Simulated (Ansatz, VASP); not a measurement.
AlN2O2: VASP beside Ansatz

INCAR

```
ALGO = Normal
EDIFF = 1E-7
ENCUT = 520
GGA = PE
ISIF = 2
ISMEAR = 0
LASPH = T
LCHARG = T
LELF = T
LREAL = F
LVHAR = T
LWAVE = F
NBANDS = 20
NELM = 60
PREC = Accurate
SIGMA = 0.1
```

File KPOINTS:

```
k-points
0
Gamma
  8 8 8
```

Contents of POSCAR:

```
AlN2O2
1.0
   -1.6089676500      1.6089676500      5.2258070200
    1.6089676500     -1.6089676500      5.2258070200
    1.6089676500      1.6089676500     -5.2258070200
Al N O
1 2 2
Direct
    0.0000000000      0.0000000000      0.0000000000
    0.8686000100      0.8686000100      0.0000000000
    0.1313999900      0.1313999900      0.0000000000
    0.6574000100      0.6574000100      0.0000000000
    0.3425999900      0.3425999900      0.0000000000
```

Input for Ansatz:

```yaml
crystal:
  lattice:
    - [-1.60896765, 1.60896765, 5.22580702]
    - [1.60896765, -1.60896765, 5.22580702]
    - [1.60896765, 1.60896765, -5.22580702]
  atoms:
    - { symbol: Al, position: [0.0, 0.0, 0.0] }
    - { symbol: "N", position: [0.86860001, 0.86860001, 0.0] }
    - { symbol: "N", position: [0.13139999, 0.13139999, 0.0] }
    - { symbol: O, position: [0.65740001, 0.65740001, 0.0] }
    - { symbol: O, position: [0.34259999, 0.34259999, 0.0] }
basis:
  ecutwfc: 420
kpoints:
  mp_grid: { grid: [8, 8, 8] }
hamiltonian:
  xc: pbe
scf:
  occupations: { method: gaussian, width: 0.1 }
  lower_state_search: "off"
output:
  forces: true
  stress: true
  eigenvalues: true
```

Change from the starting cell: species swapped into the K2NiO2 type (I4/mmm, No. 139).

Alike in both runs: task single point; functional PBE; k mesh 8 × 8 × 8; occupations gaussian, width 0.1 eV; no spin polarisation.

|  | VASP | Ansatz |
| --- | --- | --- |
| version | VASP 6.6.1 | Ansatz 0.2.0 |
| potentials or method | VASP PAW PBE potentials, release 64 (Al, N, O) | scalar-relativistic, plane waves, PAW |
| plane-wave cutoff (eV) | 520 | 420 |
| valence electrons in the cell | 25 | 25 |

```csv
,VASP,Ansatz,Ansatz less VASP
gap on the k mesh at the Fermi level (eV),none,none,-
rms of the force components (eV/Å),10.288,10.344,+0.0556
```

Atom by atom the forces differ by 0.056 eV/Å (rms over components). A gap of «none» marks a metal or a gap that the smearing closes.

Caveats: an odd number of electrons without spin polarisation forces a metal; a magnetic or distorted state may lie lower.
